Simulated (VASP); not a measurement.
Here is the system:

```xyz
2
Lattice="0.0000 2.6546 2.6546 2.6546 0.0000 2.6546 2.6546 2.6546 0.0000" Properties=species:S:1:pos:R:3 pbc="T T T"
Li     0.0000     0.0000     0.0000
Br     2.6546     2.6546     2.6546
```

All values below come from LDA (Ceperley-Alder, Perdew-Zunger), VASP's LDA PAW potentials (set 64) (plane waves; VASP). Run with 520 eV cut-off, 8×8×8 Γ-centred mesh, Gaussian smearing of 0.050 eV, potentials Li_sv Br.

What does the run give for the energy per atom (σ→0), band gap (on the k-mesh) with the smallest direct gap where there is one?

band gap (on the k-mesh): 5.18 eV
smallest direct gap (on the k-mesh): 5.18 eV
energy per atom (σ→0): -3.687 eV/atom

Only differences to runs with the same potentials and settings are physical.

The compound is LiBr in the rock salt structure. It was relaxed first, which changed the volume by -10 %. The start is the result of an earlier pass.
